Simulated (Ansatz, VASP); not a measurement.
**Ge3BiP: VASP beside Ansatz**

```
Bi P Ge
1.0
     5.36000    0.00000    0.00000
     0.00000    5.36000    0.00000
     0.00000    0.00000    5.36000
Bi P Ge
1 1 3
Direct
  0.00000 0.00000 0.00000
  0.50000 0.50000 0.50000
  0.50000 0.50000 0.00000
  0.50000 0.00000 0.50000
  0.00000 0.50000 0.50000
```

The cell comes from a database or a generator and needn't be the stable form of this composition.

Alike in both runs: task single point; functional PBE; k mesh 4 × 4 × 4; occupations gaussian, width 0.05 eV; no spin polarisation.

|  | VASP | Ansatz |
| --- | --- | --- |
| version | VASP 6.6.1 | Ansatz 0.2.0 |
| potentials or method | VASP PAW PBE potentials, release 64 (Bi_d, P, Ge_d) | scalar-relativistic, plane waves, PAW |
| plane-wave cutoff (eV) | 520 | 420 |
| valence electrons in the cell | 62 | 62 |

|  | VASP | Ansatz | Ansatz less VASP |
| --- | --- | --- | --- |
| gap on the k mesh at the Fermi level (eV) | none | none | - |
| pressure (GPa) | -7.7 | -7.7 | +0.01 |

A gap of «none» marks a metal or a gap that the smearing closes.

Caveats: spin-orbit coupling is left out, which moves the levels of the heavy elements.
